## MgS: three levels to forecast from the other k points

A G0W0 calculation corrects the energy levels of a crystal one k point at a time, at considerable cost. If the levels at most points are known, how much of the rest can be worked out? For magnesium sulphide the results of three rows are covered, and thirteen rows stand open.

G0W0 on a PBE start for MgS (Fm-3m), computed with VASP 6.6.1 and the PAW potentials Mg_GW and S_GW: 4x4x4 k mesh, plane-wave cutoff 450 eV, response-function cutoff 300 eV, 419 bands, 50 frequency points, no spin-orbit coupling. Each column of levels counts from its own highest filled level.

| row | state k a (reciprocal cell vector) | state k b (reciprocal cell vector) | state k c (reciprocal cell vector) | state band | state start level (eV) | state corrected level (eV) | state weight z |
| --- | --- | --- | --- | --- | --- | --- | --- |
| 1 | ? | ? | ? | top filled | ? | ? | ? |
| 2 | ? | ? | ? | first empty | ? | ? | ? |
| 3 | ? | ? | ? | top filled | ? | ? | ? |
| 4 | 0.250 | 0.000 | 0.000 | first empty | 4.940 | 6.484 | 0.792 |
| 5 | 0.500 | 0.000 | 0.000 | top filled | -0.591 | -0.613 | 0.760 |
| 6 | 0.500 | 0.000 | 0.000 | first empty | 4.527 | 6.022 | 0.796 |
| 7 | 0.250 | 0.250 | 0.000 | top filled | -0.973 | -1.011 | 0.762 |
| 8 | 0.250 | 0.250 | 0.000 | first empty | 4.974 | 6.662 | 0.788 |
| 9 | 0.500 | 0.250 | 0.000 | top filled | -1.207 | -1.258 | 0.760 |
| 10 | 0.500 | 0.250 | 0.000 | first empty | 4.376 | 6.020 | 0.793 |
| 11 | -0.250 | 0.250 | 0.000 | top filled | -0.631 | -0.646 | 0.761 |
| 12 | -0.250 | 0.250 | 0.000 | first empty | 5.648 | 7.282 | 0.791 |
| 13 | 0.500 | 0.500 | 0.000 | top filled | -1.687 | -1.762 | 0.754 |
| 14 | 0.500 | 0.500 | 0.000 | first empty | 2.746 | 4.419 | 0.799 |
| 15 | -0.250 | 0.500 | 0.250 | top filled | -2.367 | -2.356 | 0.756 |
| 16 | -0.250 | 0.500 | 0.250 | first empty | 5.220 | 6.913 | 0.783 |

**What the columns mean.** The start level is the PBE energy, and the corrected level is the energy after one G0W0 step. The weight $Z$ is the share of an added electron or hole that behaves as a single sharp particle. Each column of levels counts from its own highest filled level. A filled level that hardly changes has therefore kept its distance from the top, whatever its absolute shift.

**Which points are covered.** Row 3 is the filled partner of row 4, halfway from the zone centre Γ to the point L (rows 5 and 6). Rows 1 and 2 belong to Γ itself, the only point of the mesh that is neither in the list nor a symmetry copy of one that is. The points X (rows 13 and 14) and W (rows 15 and 16) also serve below.

### The shape of the filled band

The highest filled states of this ionic solid are sulphur 3p orbitals. At Γ all of them have the same phase, so lobes of opposite sign face each other between neighbouring S atoms. That is antibonding and puts the top of the band at Γ. Away from Γ the phase changes from atom to atom, the antibonding contact weakens and the level sinks.

Let electrons hop only between nearest S neighbours, with strength $V_\sigma$ for p orbitals pointing at each other and $V_\pi$ for p orbitals side by side. The three p orbitals give a 3×3 matrix at each k point. Its highest level on the way from Γ to L is

$$E(t)=E_\Gamma-(2V_\sigma+10V_\pi)\,\sin^2(\pi t/2),$$

where $t$ is the fraction of the way covered. Towards X the bracket becomes $4V_\sigma+12V_\pi$, with the same sine.

Halfway, $\sin^2 45^\circ=1/2$, so the level has sunk by half of its final depth. A chain of atoms with one orbital each and nearest-neighbour hopping obeys the same rule. The likeness holds along these two lines, where the matrix leaves a single cosine for the top state; it isn't a rule for every direction.

The known rows can test this, with the depths at L and X as the only inputs. Row 7, halfway to X, should lie at half the depth of X, and is 15% deeper than that. The same matrix makes row 11 as deep as L and row 9 the average of L and X. Both hold to within 0.07 eV.

At W the model fails. It predicts the depth of X, but the computed level lies 0.68 eV lower. Symmetry offers a possible reason. At W the state that the model puts on top is allowed to mix with the empty Mg 3s orbital, which pushes it down; at the other points this mixing is forbidden. Whether the push accounts for the whole miss is untested here, but row 3 belongs to the group without it.

### What the correction adds

PBE makes gaps too small, because its potential hardly distinguishes an electron added to the crystal from one already there. The G0W0 self-energy contains screened exchange, which favours filled states over empty ones. Because the filled tops are all built mainly from S 3p orbitals, theory expects them to shift nearly together.

The table agrees: relative to the top, the known filled levels move by less than 0.08 eV, while the empty ones rise by 1.5 to 1.7 eV. A rigid model leaves the filled levels alone and raises all empty ones by one constant. Least squares over the thirteen known rows gives 1.62 eV. The spread of the rises may reflect the different orbitals that make up the empty band, which is a guess; unconverged settings could also contribute.

The weights vary little. A least-squares fit to the same thirteen rows, with one constant for filled states, another for empty ones and a common slope, lowers $Z$ by 0.004 for each eV of distance from the filled edge. Theory suggests a reason for the sign: far from the gap the self-energy changes faster with energy, as the plasmon satellites come nearer, and more weight leaves the sharp level.

### Forecasts

**Row 1.** Γ should be the top of the filled band, so both levels are 0 by the choice of zero. The line for the weights gives $Z=0.764\pm0.005$.

**Row 2.** The start level follows from a deduction, since the run also reports its smallest direct gap before the correction, 3.696 eV. Every complete pair in the table has a larger gap, and so must the point of row 4, whose empty level alone lies higher than that. With the filled top at Γ, this gap is the start level of row 2, to rounding. The rigid model then adds its constant and forecasts a corrected level of $5.32\pm0.10$ eV. The weight should be $0.795\pm0.005$.

**Row 3.** Here the halfway rule has to work unaided. L lies 0.591 eV below the top, so the start level should be $-0.591/2=-0.30$ eV. The same step in the corrected column gives $-0.31$ eV. Both carry $\pm0.06$ eV, somewhat more than the 15% by which row 7 missed its half. The weight should be $0.763\pm0.005$.

The withheld rows as computed:

| row | state k a (reciprocal cell vector) | state k b (reciprocal cell vector) | state k c (reciprocal cell vector) | state band | state start level (eV) | state corrected level (eV) | state weight z |
| --- | --- | --- | --- | --- | --- | --- | --- |
| 1 | 0.000 | 0.000 | 0.000 | top filled | 0.000 | 0.000 | 0.769 |
| 2 | 0.000 | 0.000 | 0.000 | first empty | 3.696 | 5.274 | 0.793 |
| 3 | 0.250 | 0.000 | 0.000 | top filled | -0.322 | -0.331 | 0.764 |

### Hits and misses

Row 3 is the real test of the band model, and it falls inside both ranges. The computed levels are $-0.322$ and $-0.331$ eV, each about 0.02 to 0.03 eV deeper than forecast. Rows 7, 9 and 11 also lie deeper than the model puts them. The halfway rule is exact if a single cosine describes the line. Hops between more distant planes of S atoms add further cosines, and that is a plausible source of the difference.

Row 1 confirms that Γ is the filled top on this mesh. Its weight, 0.769, sits at the very edge of the range, and just beyond it if the forecast is left unrounded. The known filled rows begin more than half an eV below the top, so this value was an extrapolation. The line had the direction right and the rise towards Γ too small.

The start level of row 2 agrees with the deduction, which shows that the bookkeeping was sound and adds no evidence for the physics. The corrected level does add some: the rigid model puts it 0.05 eV above the computed 5.274 eV, within the stated range. The weights of rows 2 and 3, 0.793 and 0.764, also fall within theirs.

### What can be carried over

In this run the correction opens the gap and leaves the shape of the filled band nearly as PBE had it. Raising the lowest PBE empty level at each point by 1.62 eV reproduces the corrected one to about 0.13 eV in the worst case, at L. The highest filled and lowest empty bands can therefore be drawn on a fine mesh with PBE and the empty one shifted afterwards, if that accuracy is enough. Other bands would need a check of their own. The fine mesh has a second use, since a band edge between the points of this coarse one would go unseen.

The constant itself is less secure than the pattern. The number of bands, the cutoffs and the mesh are not converged, and a single G0W0 step keeps a memory of its PBE start. The gap of 4.419 eV between Γ and X is thus provisional. The forecasts could be narrower than this uncertainty because they compare points of one run, which share its settings.

The same list for MgO, with the same crystal structure, should look familiar in its filled band, where oxygen 2p orbitals take the part of sulphur 3p. Its electrons screen less, so the correction to the gap is known to be larger. The halfway rule rests on the lattice, the p orbitals and short hops, so it should hold there roughly; the size of the shift has to be computed for each material.
